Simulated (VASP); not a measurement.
Here is the system:

```
CELL_PARAMETERS angstrom
      1.85258    -3.20876     0.00000
      1.85258     3.20876     0.00000
      0.00000     0.00000     5.80508
ATOMIC_POSITIONS crystal
  Gd 0.33333 0.66667 0.25000
  Gd 0.66667 0.33333 0.75000
```

Calculation: vdW-DF2, VASP's PBE PAW potentials (set 64) (plane waves; VASP). Run with 520 eV cut-off, 10×10×6 Γ-centred mesh, first-order Methfessel-Paxton smearing of 0.10 eV, potentials Gd_3.

The 4f electrons are frozen in the core of the lanthanide potential, so 4f levels, which can set the real gap, and their magnetism are missing.

Problem. Estimate the energy per atom (σ→0), band gap (on the k-mesh) with the smallest direct gap where there is one.

Solution. 
The band gap (on the k-mesh) is none (metal, semimetal or under 0.01 eV) and the energy per atom (σ→0) is -1463 meV/atom.

Only differences to runs with the same potentials and settings are physical.

The compound is Gd in the hcp structure. It was relaxed first. The start is the result of an earlier pass.
